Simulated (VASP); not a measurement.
```
CELL_PARAMETERS angstrom
      4.32528     0.00000     0.00000
      0.00000     4.32528     0.00000
      0.00000     0.00000     4.32528
ATOMIC_POSITIONS crystal
  Co 0.85371 0.64629 0.35371
  Co 0.35371 0.85371 0.64629
  Co 0.14629 0.14629 0.14629
  Co 0.64629 0.35371 0.85371
  Si 0.15659 0.34341 0.65659
  Si 0.65659 0.15659 0.34341
  Si 0.84341 0.84341 0.84341
  Si 0.34341 0.65659 0.15659
```

The numbers are results of LDA (Ceperley-Alder, Perdew-Zunger), VASP's LDA PAW potentials (set 64) (plane waves; VASP), not measurements. Settings: 500 eV cut-off, 7×7×7 Γ-centred mesh, first-order Methfessel-Paxton smearing of 0.10 eV, potentials Co Si.

### Question
The ions, cell shape and volume at an external pressure of 10.0 GPa are relaxed. What does this cell relax into?

### Answer

```
CELL_PARAMETERS angstrom
      4.30054     0.00000     0.00000
      0.00000     4.30054     0.00000
      0.00000     0.00000     4.30054
ATOMIC_POSITIONS crystal
  Co 0.85321 0.64679 0.35321
  Co 0.35321 0.85321 0.64679
  Co 0.14679 0.14679 0.14679
  Co 0.64679 0.35321 0.85321
  Si 0.15640 0.34360 0.65640
  Si 0.65640 0.15640 0.34360
  Si 0.84360 0.84360 0.84360
  Si 0.34360 0.65640 0.15640
```
Space group P2_13 (198), at a tolerance of 0.03 Å.

### Question
How do energy and volume change from the first to the last step?

### Answer
The energy (σ→0) changes by +8.1 meV/atom and the volume by -1.7 %, in 6 ionic steps.

```tsv
step	E(σ→0) (eV)	max force (eV/Å)	pressure (GPa)	volume (Å³)
1	-62.6162	0.007	5.07	80.92
2	-62.3495	0.105	19.28	77.33
3	-62.5540	0.041	9.96	79.59
4	-62.5523	0.041	10.01	79.56
5	-62.5519	0.023	9.99	79.55
6	-62.5513	0.006	10.00	79.54
```

The compound is CoSi in the B20 structure. This run relaxes it under an external pressure of 10 GPa. Symmetry was kept, so distortions that lower it aren't found. The run is not spin-polarised, so no magnetic state was tried.
